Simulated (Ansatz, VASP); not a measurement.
# AgF: VASP beside Ansatz, part 2 of 2

Aim: how closely do two programs agree when they are given the same cell, functional and k mesh? The cell is generated by rule, not measured, and may not be a known phase. The cell is taken from a series of runs on this material, whose earlier steps may have relaxed, scaled, displaced or heated it; both programs get it as it stands.

VASP 6.6.1 and Ansatz 0.2.0.

So far: The starting structure; Ansatz: zone-centre phonons, PBEsol.

## Step 3: VASP: zone-centre phonons, PBEsol

Level of this step: PBEsol; plane waves and PAW (Ag, F); invented cell (VASP).

The same cell, functional, mesh and smearing now go to VASP, with its own data sets.

Lines of VASP's logs that name or quote its potential files are left out, and so is its time.

Contents of INCAR:

```
SYSTEM = AgF
PREC = Accurate
ENCUT = 600
EDIFF = 1E-08
NELM = 120
ISMEAR = 1
SIGMA = 0.15
LREAL = .FALSE.
ALGO = Normal
GGA = PS
NBANDS = 24
LASPH = .TRUE.
LORBIT = 11
LWAVE = .FALSE.
LCHARG = .FALSE.
ISIF = 2
IBRION = 8
GGA_COMPAT = .FALSE.
KPAR = 2
```

Contents of POSCAR:

```
AgF
1.0
    2.9158985258      0.0000024743      0.0000000000
   -1.4579514057      2.5252409611      0.0000000000
    0.0000000000      0.0000000000      7.1003086125
Ag F
2 2
Direct
    0.0000000000      0.0000000000      0.0000000000
    0.0000000000      0.0000000000      0.5000000000
    0.3333333333      0.6666666667      0.2500000000
    0.6666666667      0.3333333333      0.7500000000
```

Contents of KPOINTS:

```
Automatic mesh
0
Gamma
15 15 6
0 0 0
```

Potentials, in the order of the species: Ag and F (PBE family, release 64).

Started as:

```sh
$ mpirun -np 2 vasp_std
```

Numbers of over 12 decimals in the logs are rounded to 6 here.

The program printed:

```text
[banner, memory and clock lines left out]
running    2 mpi-ranks, on    1 nodes
 distrk:  each k-point on    1 cores,    2 groups
 distr:  one band on    1 cores,    1 groups

 POSCAR found type information on POSCAR AgF
 POSCAR found :  2 types and       4 ions
|                                                                             |
|               ----> ADVICE to this user running VASP <----                  |
|                                                                             |
|     You enforced a specific xc type in the INCAR file but a different       |
|     [... a line on the potential file left out ...]
|     I HOPE YOU KNOW WHAT YOU ARE DOING!                                     |
|                                                                             |

 LDA part: xc-table for (Slater+PW92), standard interpolation
 POSCAR, INCAR and KPOINTS ok, starting setup
 FFT: planning ... GRIDC
 FFT: planning ... GRID_SOFT
 FFT: planning ... GRID
 WAVECAR not read
 entering main loop
       N       E                     dE             d eps       ncg     rms          rms(c)
DAV:   1     0.287319665503E+03    0.28732E+03   -0.21616E+04  5192   0.168E+03
DAV:   2    -0.338065389297E+01   -0.29070E+03   -0.27806E+03  5768   0.383E+02
DAV:   3    -0.155296595000E+02   -0.12149E+02   -0.12069E+02  5984   0.836E+01
DAV:   4    -0.155977521682E+02   -0.68093E-01   -0.68085E-01  5960   0.639E+00
DAV:   5    -0.155981448083E+02   -0.39264E-03   -0.39264E-03  6224   0.499E-01    0.939E+00
DAV:   6    -0.140107826391E+02    0.15874E+01   -0.60388E+00  6376   0.271E+01    0.757E+00
DAV:   7    -0.139412651347E+02    0.69518E-01   -0.63132E-01  5448   0.893E+00    0.498E+00
DAV:   8    -0.139254881732E+02    0.15777E-01   -0.37184E-01  6128   0.512E+00    0.148E+00
DAV:   9    -0.139035965633E+02    0.21892E-01   -0.45307E-02  6104   0.250E+00    0.374E-01
DAV:  10    -0.139032715596E+02    0.32500E-03   -0.10254E-02  5504   0.791E-01    0.685E-02
DAV:  11    -0.139032898012E+02   -0.18242E-04   -0.15561E-04  6320   0.109E-01    0.568E-02
DAV:  12    -0.139032797198E+02    0.10081E-04   -0.32083E-05  5704   0.795E-02    0.111E-02
DAV:  13    -0.139032794352E+02    0.28469E-06   -0.88418E-06  5872   0.240E-02    0.355E-03
DAV:  14    -0.139032794636E+02   -0.28417E-07   -0.17282E-07  6104   0.522E-03    0.143E-03
DAV:  15    -0.139032794176E+02    0.45961E-07   -0.59290E-08  5488   0.286E-03    0.169E-04
DAV:  16    -0.139032793844E+02    0.33256E-07   -0.75941E-09  3120   0.777E-04    0.104E-04
DAV:  17    -0.139032793792E+02    0.51696E-08   -0.95161E-10  3024   0.296E-04
   1 F= -.13903279E+02 E0= -.13904539E+02  d E =0.377924E-02
 Linear response reoptimize wavefunctions to high precision
DAV:   1    -0.139032793775E+02    0.16853E-08   -0.90429E-11  2976   0.755E-05
DAV:   2    -0.139032793775E+02   -0.72760E-11   -0.10465E-11  2840   0.215E-05
 Linear response DOF=           4
 Linear response progress:
  Degree of freedom:   1/  4
       N       E                     dE             d eps       ncg     rms          rms(c)
RMM:   1    -0.294072654281E+00   -0.29407E+00   -0.20170E-01 26688   0.310E+00
RMM:   2    -0.290971534082E+00    0.31011E-02   -0.27973E-03 26811   0.336E-01    0.405E-02
RMM:   3    -0.290625248875E+00    0.34629E-03   -0.47828E-05 28540   0.453E-02    0.234E-02
RMM:   4    -0.290239064752E+00    0.38618E-03   -0.24299E-05 28654   0.297E-02    0.265E-03
RMM:   5    -0.290234531060E+00    0.45337E-05   -0.15779E-07 29566   0.274E-03    0.177E-03
RMM:   6    -0.290223285178E+00    0.11246E-04   -0.18748E-07 29286   0.259E-03    0.217E-04
RMM:   7    -0.290222153537E+00    0.11316E-05   -0.33607E-08 28915   0.393E-04    0.862E-05
RMM:   8    -0.290222761431E+00   -0.60789E-06   -0.72351E-08 29748   0.105E-04    0.992E-06
RMM:   9    -0.290222699319E+00    0.62112E-07   -0.21113E-08 29376   0.162E-05    0.412E-06
RMM:  10    -0.290222670307E+00    0.29012E-07   -0.53982E-09 27930   0.958E-06    0.639E-07
RMM:  11    -0.290222670590E+00   -0.28273E-09   -0.35939E-09 18732   0.502E-06    0.302E-07
 first order change of Fermi-energy  -0.46494E-04
 force on displaced ion       1 direction 1 :  -0.509  -0.000   0.000
 Linear response progress:
  Degree of freedom:   2/  4
       N       E                     dE             d eps       ncg     rms          rms(c)
RMM:   1    -0.334808064327E+00   -0.33481E+00   -0.23686E-01 12564   0.325E+00
RMM:   2    -0.326923193942E+00    0.78849E-02   -0.52725E-03 10585   0.448E-01    0.768E-02
RMM:   3    -0.326173745380E+00    0.74945E-03   -0.36825E-04 11413   0.118E-01    0.598E-02
RMM:   4    -0.325906192574E+00    0.26755E-03   -0.26272E-04 11809   0.765E-02    0.257E-02
RMM:   5    -0.325659460411E+00    0.24673E-03   -0.11567E-04 11965   0.449E-02    0.782E-03
RMM:   6    -0.325692602088E+00   -0.33142E-04   -0.65145E-06 11464   0.969E-03    0.105E-03
RMM:   7    -0.325692967915E+00   -0.36583E-06   -0.99391E-07 11799   0.136E-03    0.732E-04
RMM:   8    -0.325697991521E+00   -0.50236E-05   -0.17623E-07 11553   0.117E-03    0.891E-05
RMM:   9    -0.325697927139E+00    0.64381E-07    0.11014E-07 11720   0.128E-04    0.472E-05
RMM:  10    -0.325697770413E+00    0.15673E-06    0.49752E-08 11522   0.104E-04    0.881E-06
RMM:  11    -0.325697814094E+00   -0.43681E-07    0.26855E-08 11759   0.174E-05    0.419E-06
RMM:  12    -0.325697845495E+00   -0.31401E-07   -0.10213E-07 11679   0.103E-05    0.711E-07
RMM:  13    -0.325697851409E+00   -0.59140E-08   -0.11147E-07  8453   0.457E-06    0.279E-07
RMM:  14    -0.325697853842E+00   -0.24335E-08   -0.68675E-08  5498   0.389E-06    0.976E-08
 first order change of Fermi-energy  -0.91526E-04
 force on displaced ion       1 direction 3 :   0.000  -0.000  -8.366
 Linear response progress:
  Degree of freedom:   3/  4
       N       E                     dE             d eps       ncg     rms          rms(c)
RMM:   1    -0.522967901116E+00   -0.52297E+00    0.77989E-01 41502   0.453E+00
RMM:   2    -0.521182886952E+00    0.17850E-02   -0.40038E-03 32936   0.483E-01    0.944E-02
RMM:   3    -0.521985357638E+00   -0.80247E-03   -0.11824E-04 31155   0.692E-02    0.556E-02
RMM:   4    -0.523101478017E+00   -0.11161E-02   -0.36580E-05 29440   0.447E-02    0.496E-03
RMM:   5    -0.523120262979E+00   -0.18785E-04   -0.96454E-07 34993   0.750E-03    0.202E-03
RMM:   6    -0.523078991518E+00    0.41271E-04   -0.83715E-08 32188   0.208E-03    0.497E-04
RMM:   7    -0.523081110988E+00   -0.21195E-05   -0.18504E-08 36121   0.629E-04    0.170E-04
RMM:   8    -0.523081866101E+00   -0.75511E-06   -0.44418E-09 30976   0.178E-04    0.295E-05
RMM:   9    -0.523081488175E+00    0.37793E-06    0.13306E-08 36043   0.471E-05    0.137E-05
RMM:  10    -0.523081382787E+00    0.10539E-06    0.12675E-09 35407   0.156E-05    0.676E-06
RMM:  11    -0.523081352973E+00    0.29815E-07   -0.12204E-08 33838   0.742E-06    0.255E-06
RMM:  12    -0.523081366694E+00   -0.13721E-07   -0.34608E-09 29208   0.581E-06    0.795E-07
RMM:  13    -0.523081364102E+00    0.25917E-08    0.48657E-10 17285   0.412E-06    0.222E-07
 first order change of Fermi-energy  -0.11224E-04
 force on displaced ion       3 direction 1 :  -0.209  -0.000   0.000
 Linear response progress:
  Degree of freedom:   4/  4
       N       E                     dE             d eps       ncg     rms          rms(c)
RMM:   1    -0.561543360813E+00   -0.56154E+00    0.89453E-01 13360   0.452E+00
RMM:   2    -0.559837607040E+00    0.17058E-02   -0.44413E-03 10654   0.507E-01    0.221E-01
RMM:   3    -0.560447807100E+00   -0.61020E-03   -0.36951E-04 10344   0.137E-01    0.977E-02
RMM:   4    -0.561025862771E+00   -0.57806E-03   -0.83349E-05  9424   0.592E-02    0.330E-02
RMM:   5    -0.561204434127E+00   -0.17857E-03   -0.99153E-06 10727   0.220E-02    0.687E-03
RMM:   6    -0.561130891448E+00    0.73543E-04   -0.14271E-06 11072   0.760E-03    0.787E-04
RMM:   7    -0.561136997214E+00   -0.61058E-05    0.81251E-08 11500   0.123E-03    0.330E-04
RMM:   8    -0.561136784435E+00    0.21278E-06   -0.43064E-08 11345   0.395E-04    0.543E-05
RMM:   9    -0.561136413325E+00    0.37111E-06    0.13342E-07 11400   0.103E-04    0.286E-05
RMM:  10    -0.561136313866E+00    0.99459E-07    0.25504E-08 11480   0.381E-05    0.773E-06
RMM:  11    -0.561136300779E+00    0.13087E-07    0.14774E-08 11808   0.119E-05    0.218E-06
RMM:  12    -0.561136310522E+00   -0.97430E-08    0.19710E-08  9076   0.608E-06    0.106E-06
 first order change of Fermi-energy   0.20847E-03
 force on displaced ion       3 direction 3 :  -0.000   0.000  -6.305
 Linear response finished
```

OUTCAR, selected parts (step 3):

```text
ion  position               nearest neighbor table
   1  0.000  0.000  0.000-   3 2.45   4 2.45   4 2.45   3 2.45   4 2.45   3 2.45   2 3.55   2 3.55

  LATTYP: Found a hexagonal cell.
 ALAT       =     2.9158985258
 C/A-ratio  =     2.4350328208

 Subroutine GETGRP returns: Found 24 space group operations
 (whereof 12 operations were pure point group operations)

The static configuration has the point symmetry D_3d.
 The point group associated with its full space group is D_6h.

 Found    108 irreducible k-points:

   k-points           NKPTS =    108   k-points in BZ     NKDIM =    108   number of bands    NBANDS=     24

   dimension x,y,z NGX =    24 NGY =   24 NGZ =   60
   dimension x,y,z NGXF=    48 NGYF=   48 NGZF=  120

   ENCUT  =  600.0 eV  44.10 Ry    6.64 a.u.   5.82  5.82 14.18*2*pi/ulx,y,z

   NELECT =      36.0000    total number of electrons

 k-points in reciprocal lattice and weights: Automatic mesh
   0.00000000  0.00000000  0.00000000       0.001
   0.06666667 -0.00000000  0.00000000       0.004
   0.13333333  0.00000000  0.00000000       0.004
   0.20000000 -0.00000000  0.00000000       0.004
   0.26666667  0.00000000  0.00000000       0.004
   0.33333333 -0.00000000  0.00000000       0.004
   0.40000000  0.00000000  0.00000000       0.004
   0.46666667 -0.00000000  0.00000000       0.004
   0.06666667  0.06666667  0.00000000       0.004
[...]
0.33333333  0.26666667  0.50000000       0.009
   0.33333333  0.33333333  0.50000000       0.001

 average (electrostatic) potential at core
       1 -72.4142       2 -72.4142       3 -74.0059       4 -74.0059

  Total        1.0081420      1.0081420     -0.1761090      0.0000000      0.0000000     -0.0000000
  in kB       30.8943886     30.8943886     -5.3968384      0.0000000      0.0000000     -0.0000000
  external PRESSURE =      18.7973129 kB  Pullay stress =       0.0000000 kB

  energy-cutoff  :      600.00
  volume of cell :       52.28
      direct lattice vectors                 reciprocal lattice vectors
     2.915898526  0.000002474  0.000000000     0.342947294  0.198001101  0.000000000
    -1.457951406  2.525240961  0.000000000    -0.000000336  0.396001619  0.000000000
     0.000000000  0.000000000  7.100308613     0.000000000  0.000000000  0.140838949

 POSITION                                       TOTAL-FORCE (eV/Angst)
 -----------------------------------------------------------------------------------
      0.00000      0.00000      0.00000         0.000000     -0.000000     -0.000000
      0.00000      0.00000      3.55015         0.000000     -0.000000     -0.000000
     -0.00000      1.68349      1.77508        -0.000000      0.000000      0.000000
      1.45795      0.84175      5.32523         0.000000     -0.000000     -0.000000
 -----------------------------------------------------------------------------------
    total drift:                               -0.000000      0.000000      0.000000

 Eigenvectors and eigenvalues of the dynamical matrix
 ----------------------------------------------------

   1 f  =   10.103379 THz    63.481405 2PiTHz  337.012461 cm-1    41.784201 meV
             X         Y         Z           dx          dy          dz
      0.000000  0.000000  0.000000    -0.000000    0.000000    0.000000
      0.000000  0.000000  3.550154    -0.000000    0.000000    0.000000
     -0.000001  1.683495  1.775077     0.000000   -0.000000   -0.707107
      1.457949  0.841749  5.325231     0.000000   -0.000000    0.707107

   2 f  =    8.408826 THz    52.834214 2PiTHz  280.488256 cm-1    34.776096 meV
             X         Y         Z           dx          dy          dz
      0.000000  0.000000  0.000000    -0.000000    0.000000    0.273247
      0.000000  0.000000  3.550154    -0.000000    0.000000    0.273247
     -0.000001  1.683495  1.775077     0.000000   -0.000000   -0.652178
      1.457949  0.841749  5.325231     0.000000   -0.000000   -0.652178

   3 f  =    5.229682 THz    32.859060 2PiTHz  174.443410 cm-1    21.628217 meV
             X         Y         Z           dx          dy          dz
      0.000000  0.000000  0.000000    -0.000000    0.000000   -0.707107
      0.000000  0.000000  3.550154     0.000000    0.000000    0.707107
     -0.000001  1.683495  1.775077     0.000000    0.000000    0.000000
      1.457949  0.841749  5.325231     0.000000    0.000000   -0.000000

   4 f  =    2.845483 THz    17.878695 2PiTHz   94.915087 cm-1    11.767966 meV
             X         Y         Z           dx          dy          dz
      0.000000  0.000000  0.000000     0.018371    0.275058    0.000000
      0.000000  0.000000  3.550154     0.018371    0.275058    0.000000
     -0.000001  1.683495  1.775077    -0.043393   -0.649710    0.000000
      1.457949  0.841749  5.325231    -0.043393   -0.649710    0.000000

   5 f  =    2.845483 THz    17.878695 2PiTHz   94.915087 cm-1    11.767966 meV
             X         Y         Z           dx          dy          dz
      0.000000  0.000000  0.000000     0.275058   -0.018371   -0.000000
      0.000000  0.000000  3.550154     0.275058   -0.018371   -0.000000
     -0.000001  1.683495  1.775077    -0.649710    0.043393   -0.000000
      1.457949  0.841749  5.325231    -0.649710    0.043393   -0.000000

   6 f  =    1.037805 THz     6.520720 2PiTHz   34.617441 cm-1     4.292014 meV
             X         Y         Z           dx          dy          dz
      0.000000  0.000000  0.000000    -0.047110   -0.705536    0.000000
      0.000000  0.000000  3.550154     0.047110    0.705536   -0.000000
     -0.000001  1.683495  1.775077    -0.000000   -0.000000   -0.000000
      1.457949  0.841749  5.325231    -0.000000   -0.000000    0.000000

   7 f  =    1.037805 THz     6.520720 2PiTHz   34.617441 cm-1     4.292014 meV
             X         Y         Z           dx          dy          dz
      0.000000  0.000000  0.000000    -0.705536    0.047110    0.000000
      0.000000  0.000000  3.550154     0.705536   -0.047110   -0.000000
     -0.000001  1.683495  1.775077    -0.000000   -0.000000   -0.000000
      1.457949  0.841749  5.325231    -0.000000   -0.000000    0.000000

   8 f/i=    0.004957 THz     0.031146 2PiTHz    0.165349 cm-1     0.020501 meV
             X         Y         Z           dx          dy          dz
      0.000000  0.000000  0.000000     0.000000   -0.000000    0.652178
      0.000000  0.000000  3.550154     0.000000   -0.000000    0.652178
     -0.000001  1.683495  1.775077     0.000000   -0.000000    0.273247
      1.457949  0.841749  5.325231     0.000000   -0.000000    0.273247

   9 f/i=    0.008904 THz     0.055943 2PiTHz    0.296994 cm-1     0.036822 meV
             X         Y         Z           dx          dy          dz
      0.000000  0.000000  0.000000    -0.598071    0.257520    0.000000
      0.000000  0.000000  3.550154    -0.598071    0.257520    0.000000
     -0.000001  1.683495  1.775077    -0.253196    0.109022    0.000000
      1.457949  0.841749  5.325231    -0.253196    0.109022    0.000000

  10 f/i=    0.008904 THz     0.055943 2PiTHz    0.296994 cm-1     0.036822 meV
             X         Y         Z           dx          dy          dz
      0.000000  0.000000  0.000000    -0.257520   -0.598071   -0.000000
      0.000000  0.000000  3.550154    -0.257520   -0.598071   -0.000000
     -0.000001  1.683495  1.775077    -0.109022   -0.253196   -0.000000
      1.457949  0.841749  5.325231    -0.109022   -0.253196   -0.000000

  11 f/i=    1.224625 THz     7.694548 2PiTHz   40.849103 cm-1     5.064641 meV
             X         Y         Z           dx          dy          dz
      0.000000  0.000000  0.000000     0.000000   -0.000000    0.000000
      0.000000  0.000000  3.550154     0.000000   -0.000000    0.000000
     -0.000001  1.683495  1.775077     0.705529   -0.047210    0.000000
      1.457949  0.841749  5.325231    -0.705529    0.047210    0.000000

  12 f/i=    1.224625 THz     7.694548 2PiTHz   40.849103 cm-1     5.064641 meV
             X         Y         Z           dx          dy          dz
      0.000000  0.000000  0.000000     0.000000    0.000000    0.000000
      0.000000  0.000000  3.550154     0.000000    0.000000    0.000000
     -0.000001  1.683495  1.775077    -0.047210   -0.705529    0.000000
      1.457949  0.841749  5.325231     0.047210    0.705529    0.000000

 ELASTIC MODULI CONTR FROM IONIC RELAXATION (kBar)
 Direction    XX          YY          ZZ          XY          YZ          ZX
 --------------------------------------------------------------------------------
 XX           0.0000      0.0000     -0.0000      0.0000     -0.0000     -0.0000
 YY          -0.0000      0.0000      0.0000     -0.0000      0.0000      0.0000
 ZZ          -0.0000      0.0000     -0.0000     -0.0000     -0.0000     -0.0000
 XY          -0.0000      0.0000     -0.0000      0.0000      0.0000      0.0000
 YZ          -0.0000      0.0000     -0.0000      0.0000     -0.0000     -0.0000
 ZX          -0.0000      0.0000     -0.0000      0.0000     -0.0000     -0.0000
 --------------------------------------------------------------------------------
```

## Step 4: Comparison

Known differences besides the potentials themselves: the data sets hold 52 valence electrons in Ansatz (on its default PAW (the set named soft_2) files) and 36 in VASP; the cutoff is 420 eV in Ansatz and 600 eV in VASP; Ansatz makes its cores anew for this functional, VASP keeps those of its PBE data sets. Total energies have different zeros and are not compared.

The two programs side by side:

| quantity | Ansatz | VASP | difference |
| --- | --- | --- | --- |
| optical mode 1 to 2 (imaginary, printed as negative) (cm⁻¹) | -39.5 | -40.8 | +1.4 |
| optical mode 3 to 4 (cm⁻¹) | 34.4 | 34.6 | -0.2 |
| optical mode 5 to 6 (cm⁻¹) | 94.6 | 94.9 | -0.37 % |
| optical mode 7 (cm⁻¹) | 174.5 | 174.4 | +0.05 % |
| optical mode 8 (cm⁻¹) | 278.4 | 280.5 | -0.73 % |
| optical mode 9 (cm⁻¹) | 337.9 | 337.0 | +0.27 % |

Modes are paired by rising frequency, not by their patterns, so a pair may set unlike modes beside each other; they are those without the splitting of longitudinal modes.

## Step 5: What came out

```yaml
r_m_s_difference_of_the_optical_zone_centre_modes_each_program_s_sorted_by_frequency_zone_centre_phonons_pbesol: 1.0 cm⁻¹
difference_in_optical_mode_8_zone_centre_phonons_pbesol: -0.7 %
```

The r.m.s. difference of the optical zone-centre modes, each program's sorted by frequency is 1.0 cm⁻¹ (zone-centre phonons, PBEsol). The data sets hold unlike numbers of valence electrons (52 in Ansatz and 36 in VASP), so part of the differences comes from the potentials. Among the rows given in per cent, the largest difference of the zone-centre phonons, PBEsol pair is in optical mode 8, -0.7 %. How closely two codes agree says nothing of how well the functional describes the real material.

[Lines on the potential files, build, host, timing and source positions are cut from VASP's logs without a mark.]

[Logs are printed without paths, hosts, clocks, repeated set-up lines and the standing remarks that a program may print on its own settings, such as how far it seeks lower states.]

[Hosts, paths, dates, database ids (printed as entryN), source tags and the programs' standing remarks are cut or masked in the printed files.]
